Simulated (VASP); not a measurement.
Data:

```xyz
2
Lattice="2.8205 0.0000 0.0000 0.0000 2.8205 0.0000 0.0000 0.0000 2.8205" Properties=species:S:1:pos:R:3 pbc="T T T"
Al     1.4103     1.4103     1.4103
Co     0.0000     0.0000     0.0000
```

All values below come from r2SCAN meta-GGA, VASP's PBE PAW potentials (set 64) (plane waves; VASP). Run with 480 eV cut-off, 12×12×12 Γ-centred mesh, first-order Methfessel-Paxton smearing of 0.10 eV, potentials Al Co.

Energy and stress use the plane-wave basis of the starting cell.

### Question
The ions, cell shape and volume at an external pressure of 30.0 GPa are relaxed. What does this cell relax into?

### Answer

```xyz
2
Lattice="2.7132 0.0000 0.0000 0.0000 2.7132 0.0000 0.0000 0.0000 2.7132" Properties=species:S:1:pos:R:3 pbc="T T T"
Al     1.3566     1.3566     1.3566
Co     0.0000     0.0000     0.0000
```
Space group Pm-3m (221), at a tolerance of 0.03 Å.

### Question
How do energy and volume change from the first to the last step?

### Answer
The energy (σ→0) changes by +105.3 meV/atom and the volume by -11.0 %, in 7 ionic steps.

```csv
step,E(σ→0) (eV),max force (eV/Å),pressure (GPa),volume (Å³)
1,-21.0785,0.000,0.21,22.44
2,-19.2715,0.000,124.73,16.32
3,-20.8929,0.000,27.72,20.11
4,-20.8720,0.000,29.65,19.99
5,-20.8632,0.000,30.39,19.95
6,-20.8746,0.000,29.38,20.01
7,-20.8680,0.000,29.98,19.97
```

The compound is CoAl in the CsCl type structure. This run relaxes it under an external pressure of 30 GPa. Symmetry was kept, so distortions that lower it aren't found. The run is not spin-polarised, so no magnetic state was tried.
